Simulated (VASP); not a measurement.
Data:

```
NiSi2
1.0
    0.00000     2.71971     2.71971
    2.71971     0.00000     2.71971
    2.71971     2.71971     0.00000
Si Ni
2 1
Direct
  0.25000   0.25000   0.25000
  0.75000   0.75000   0.75000
  0.00000   0.00000   0.00000
```

All values below come from optB86b-vdW, VASP's PBE PAW potentials (set 64) (plane waves; VASP). Settings: 520 eV cut-off, Gaussian smearing of 0.050 eV, potentials Si Ni.

Problem. Give the energies of bands 2 to 12 at the high-symmetry points, in eV from the Fermi level.

Solution. 
| band | Γ | X | U | L | W |
|---|---|---|---|---|---|
| 2 | -5.08 | -7.87 | -8.76 | -9.87 | -8.80 |
| 3 | -5.08 | -7.21 | -7.27 | -4.66 | -6.93 |
| 4 | -5.08 | -4.41 | -4.86 | -4.66 | -6.56 |
| 5 | -3.42 | -4.41 | -4.29 | -3.63 | -3.64 |
| 6 | -3.42 | -3.52 | -3.70 | -3.24 | -3.64 |
| 7 | -0.45 | -3.52 | -3.34 | -3.24 | -3.52 |
| 8 | 1.68 | -3.34 | -2.85 | -1.38 | -3.10 |
| 9 | 1.68 | -3.03 | -2.57 | -1.38 | -2.38 |
| 10 | 1.68 | -0.45 | 0.18 | 1.77 | 2.18 |
| 11 | 2.34 | 1.47 | 3.69 | 1.81 | 2.18 |
| 12 | 2.34 | 7.80 | 4.66 | 1.81 | 4.72 |

It has no gap at this level: it comes out as a metal or semimetal.

The compound is NiSi2 in the fluorite structure. It was relaxed first. The run is not spin-polarised, so no magnetic state was tried.
